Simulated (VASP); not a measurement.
Output of a VASP run:

**OSZICAR**
```
       N       E                     dE             d eps       ncg     rms          rms(c)
DAV:   1     0.202940064930E+02    0.20294E+02   -0.33767E+03    96   0.417E+02
DAV:   2    -0.467873999407E+01   -0.24973E+02   -0.24602E+02    84   0.107E+02
DAV:   3    -0.577061531110E+01   -0.10919E+01   -0.10902E+01   104   0.201E+01
DAV:   4    -0.579400994805E+01   -0.23395E-01   -0.23390E-01    88   0.358E+00
DAV:   5    -0.579509580292E+01   -0.10859E-02   -0.10858E-02   116   0.559E-01    0.110E+01
DAV:   6    -0.563143213999E+01    0.16366E+00   -0.21861E-01    76   0.366E+00    0.586E+00
DAV:   7    -0.561223011718E+01    0.19202E-01   -0.19542E-01    76   0.299E+00    0.117E+00
DAV:   8    -0.561356911759E+01   -0.13390E-02   -0.91646E-03    76   0.747E-01    0.108E-01
DAV:   9    -0.561360684942E+01   -0.37732E-04   -0.13567E-04    88   0.783E-02    0.506E-02
DAV:  10    -0.561366348599E+01   -0.56637E-04   -0.12371E-04    84   0.562E-02    0.252E-02
DAV:  11    -0.561366073530E+01    0.27507E-05   -0.17770E-05    88   0.235E-02    0.127E-02
DAV:  12    -0.561366079626E+01   -0.60962E-07   -0.73041E-07    64   0.659E-03
   1 F= -.56136608E+01 E0= -.56136608E+01  d E =-.890212E-07
```

File OUTCAR:
```
------------------------ aborting loop because EDIFF is reached ----------------------------------------
  FORCE on cell =-STRESS in cart. coord.  units (eV):
  Direction    XX          YY          ZZ          XY          YZ          ZX
  --------------------------------------------------------------------------------------
  Total       -7.5895864     -7.5895864     -7.5895864     -0.0000000      0.0000000      0.0000000
  in kB     -142.4196234   -142.4196234   -142.4196234     -0.0000000      0.0000000      0.0000000
  external PRESSURE =    -142.4196234 kB  Pullay stress =       0.0000000 kB
  volume of cell :       85.38
      direct lattice vectors                 reciprocal lattice vectors
     0.000000000  3.494966000  3.494966000    -0.143062908  0.143062908  0.143062908
     3.494966000  0.000000000  3.494966000     0.143062908 -0.143062908  0.143062908
     3.494966000  3.494966000  0.000000000     0.143062908  0.143062908 -0.143062908
  FREE ENERGIE OF THE ION-ELECTRON SYSTEM (eV)
  ---------------------------------------------------
  free  energy   TOTEN  =        -5.6136607963 eV

  energy  without entropy=       -5.6136607072  energy(sigma->0) =       -5.61366075
```
(Selected blocks of OUTCAR.)

**POSCAR**
```
KI
1
    0.0000000000     3.4949660000     3.4949660000
    3.4949660000     0.0000000000     3.4949660000
    3.4949660000     3.4949660000     0.0000000000
K I
1 1
Direct
  0.0000000000   0.0000000000   0.0000000000
  0.5000000000   0.5000000000   0.5000000000
```

Reconstruct the remaining input files.

This is not unique; one that fits is the input of the run itself, LDA (Ceperley-Alder, Perdew-Zunger), plane waves, VASP's LDA PAW potentials (set 64).

**KPOINTS**
```
K-points
0
G
2 2 2
```

### INCAR
```
ALGO = Normal
EDIFF = 1E-6
ENCUT = 150
ISIF = 2
ISMEAR = 0
LASPH = T
LCHARG = F
LMAXMIX = 4
LREAL = F
LWAVE = F
NELM = 100
PREC = Accurate
SIGMA = 0.5
SYSTEM = KI
```

POTCAR, in this order: K_sv I (LDA.64 set). Program: vasp_std.

At this cut-off the stress carries a Pulay error, which pulls relaxed volumes low.

The structure comes from a computed database's KI entry; how it stands against other phases isn't given here. The cell was not relaxed at this level. The k-mesh is coarse (spacing up to 0.78 per Å, 2π included), so the numbers may not be converged in it. The run is one of a series of settings (ENCUT = 150, GGA removed, SIGMA = 0.5, KPOINTS 2×2×2 Γ-centred mesh, POTCAR K_sv I (LDA.64 set) against the base run), some of them coarse on purpose.
